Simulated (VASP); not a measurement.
Input for VASP

KPOINTS:
```
Regular mesh
0
gamma
 9 9 14
0 0 0
```

INCAR:
```
ALGO = Normal
EDIFF = 1E-7
ENCUT = 400
GGA = PS
ISIF = 2
ISMEAR = -5
LASPH = .True.
LCHARG = .True.
LEFG = .True.
LMAXMIX = 4
LORBIT = 11
LREAL = .False.
LWAVE = .False.
NEDOS = 601
NELM = 100
PREC = Accurate
SYSTEM = MnGe2
```

### POSCAR
```
MnGe2
1
    4.4466790214     0.0000000281    -0.0000000000
   -2.2233399849     3.8509375393    -0.0000000000
    0.0000000000    -0.0000000000     2.4911859158
Mn Ge
1 2
Direct
  0.0000000000   0.0000000000   0.0000000000
  0.3333330000   0.6666670000   0.5000000000
  0.6666670000   0.3333330000   0.5000000000
```

POTCAR, in this order: Mn_pv Ge_d (PBE.64 set). Program: vasp_std.

Problem. Write an equivalent input for Quantum ESPRESSO's pw.x.

Solution. One equivalent input (not run):
```
&CONTROL
  calculation = 'scf'
  pseudo_dir = './pseudo'
  outdir = './out'
  tprnfor = .true.
  tstress = .true.
/
&SYSTEM
  ibrav = 0
  nat = 3
  ntyp = 2
  ecutwfc = 96
  occupations = 'tetrahedra'
  input_dft = 'pbesol'
/
&ELECTRONS
  conv_thr = 7.3e-09
  electron_maxstep = 100
/
ATOMIC_SPECIES
  Mn 54.938 Mn.upf
  Ge 72.630 Ge.upf
CELL_PARAMETERS angstrom
     4.4466790    0.0000000   -0.0000000
    -2.2233400    3.8509375   -0.0000000
     0.0000000   -0.0000000    2.4911859
ATOMIC_POSITIONS crystal
  Mn   0.0000000  0.0000000  0.0000000
  Ge   0.3333330  0.6666670  0.5000000
  Ge   0.6666670  0.3333330  0.5000000
K_POINTS automatic
  9 9 14 0 0 0
```
What does not carry over: the potentials are each code's own (VASP's PAW set, PseudoDojo norm-conserving files in pw.x), so ENCUT and ecutwfc are chosen apart and not converted; conv_thr bounds pw.x's estimated SCF error, while EDIFF bounds the energy change between steps; the field gradients of LEFG aren't asked of the other code.

The structure was generated: MnGe2 was put into the AlB2 type (P6/mmm), which need not be its known phase. It was relaxed first, which changed the volume by -49 %.
